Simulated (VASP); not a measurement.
An input for Quantum ESPRESSO's pw.x (written as the equivalent of a VASP run, and not itself run):

```
&CONTROL
  calculation = 'vc-relax'
  pseudo_dir = './pseudo'
  outdir = './out'
  tprnfor = .true.
  tstress = .true.
  nstep = 60
  forc_conv_thr = 0.00078
/
&SYSTEM
  ibrav = 0
  nat = 8
  ntyp = 3
  ecutwfc = 102
  occupations = 'smearing'
  smearing = 'gaussian'
  degauss = 0.003675
  input_dft = 'pbesol'
/
&ELECTRONS
  conv_thr = 7.3e-08
  electron_maxstep = 100
/
&IONS
/
&CELL
/
ATOMIC_SPECIES
  Zn 65.380 Zn.upf
  Cd 112.414 Cd.upf
  O 15.999 O.upf
CELL_PARAMETERS angstrom
     3.3092915   -0.0000000    0.0000000
    -1.6546457    2.8659305    0.0000000
    -0.0000000    0.0000000   10.8615916
ATOMIC_POSITIONS crystal
  Zn   1.0000000  0.0000000  0.2504770
  Zn   0.3333330  0.6666670  0.0138846
  Zn   0.3333330  0.6666670  0.4870973
  Cd   1.0000000  1.0000000  0.7558306
  O    1.0000000  1.0000000  0.9588869
  O    1.0000000  1.0000000  0.4320320
  O    0.3333330  0.6666670  0.6661626
  O    0.3333330  0.6666670  0.1955290
K_POINTS automatic
  7 7 2 0 0 0
```

**Question.** Write the VASP files for the same calculation (PBEsol).

**Answer.** One answer among several that fit: 
**INCAR**
```
SYSTEM = Zn3CdO4
PREC = Accurate; ENCUT = 520; LREAL = .FALSE.
LASPH = .TRUE.
EDIFF = 1E-6; NELM = 100; ALGO = Normal
LMAXMIX = 4
ISMEAR = 0; SIGMA = 0.05
GGA = PS
IBRION = 2; NSW = 60; ISIF = 3
EDIFFG = -0.02
LWAVE = .FALSE.; LCHARG = .FALSE.
```

**POSCAR**
```
Zn3CdO4
1
    3.3092914672    -0.0000000000     0.0000000000
   -1.6546457336     2.8659305493     0.0000000000
   -0.0000000000     0.0000000000    10.8615915513
Zn Cd O
3 1 4
Direct
  1.0000000000   0.0000000000   0.2504770078
  0.3333330000   0.6666670000   0.0138845825
  0.3333330000   0.6666670000   0.4870973079
  1.0000000000   1.0000000000   0.7558305662
  1.0000000000   1.0000000000   0.9588868873
  1.0000000000   1.0000000000   0.4320320140
  0.3333330000   0.6666670000   0.6661626136
  0.3333330000   0.6666670000   0.1955290209
```

**KPOINTS**
```
Automatic mesh
0
Gamma
7 7 2
0 0 0
```

POTCAR, in this order: Zn Cd O (PBE.64 set). Program: vasp_std.

The two are equivalent in intent, not identical: the potentials are each code's own (VASP's PAW set, PseudoDojo norm-conserving files in pw.x), so ENCUT and ecutwfc are chosen apart and not converted; conv_thr bounds pw.x's estimated SCF error, while EDIFF bounds the energy change between steps; forc_conv_thr acts on force components and is met together with etot_conv_thr.

The structure comes from a computed database's Zn3CdO4 entry (P3m1); how it stands against other phases isn't given here. This run relaxes it. Symmetry was kept, so distortions that lower it aren't found. The start is the result of an earlier pass.
